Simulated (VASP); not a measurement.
VASP runs on GaSb (zinc blende) share one base input (PBE GGA, plane waves, VASP's PBE PAW potentials (set 64)) and change the settings named in each case.

KPOINTS:
```
Automatic mesh
0
Gamma
7 7 7
0 0 0
```

**POSCAR**
```
GaSb
3.1110
  0.0000000000   1.0000000000   1.0000000000
  1.0000000000   0.0000000000   1.0000000000
  1.0000000000   1.0000000000   0.0000000000
Ga Sb
1 1
Cartesian
  0.0000000000   0.0000000000   0.0000000000
  0.5000000000   0.5000000000   0.5000000000
```

INCAR:
```
# general
SYSTEM  = GaSb
PREC    = Accurate
ENCUT   = 400
LREAL   = .FALSE.
LASPH   = .TRUE.

# electronic loop
EDIFF   = 1E-6
NELM    = 100
ALGO    = Normal
LMAXMIX = 4

# smearing
ISMEAR  = 0
SIGMA   = 0.05

# functional
GGA     = PE

# ions
ISIF    = 2

# output
LWAVE   = .FALSE.
LCHARG  = .FALSE.
```

POTCAR, in this order: Ga_d Sb (PBE.64 set). Program: vasp_std.

```
change                             E(σ→0) (eV/atom)    −TS (eV)  irreducible k-points
---------------------------------  ----------------  ----------  --------------------
base run                                    -3.6791     -0.0002                    20
KPOINTS 2×2×2 Monkhorst-Pack mesh           -3.6008      0.0000                     2
KPOINTS 5×5×5 Monkhorst-Pack mesh        (withheld)  (withheld)                    10
KPOINTS 6×6×6 Monkhorst-Pack mesh        (withheld)      0.0000                    28
KPOINTS 7×7×7 Monkhorst-Pack mesh           -3.6791     -0.0002                    20
```

Question: What belongs in the gaps?

Answer: 
- KPOINTS 6×6×6 Monkhorst-Pack mesh, E(σ→0) (eV/atom): -3.6860
- KPOINTS 5×5×5 Monkhorst-Pack mesh, E(σ→0) (eV/atom): -3.6508
- KPOINTS 5×5×5 Monkhorst-Pack mesh, −TS (eV): -0.0006

Unless said otherwise, spin-orbit coupling is left out, though it shifts the bands of the heavy elements here.

Left out are runs that ran out of time, are held back, or changed the cell or the kind of run, fixed moments of cells without a moment, rows past the twelfth, gaps on odd meshes, pressures of charged cells and columns that move by less than the noise.

The compound is GaSb in the zinc blende structure. The cell was not relaxed at this level.
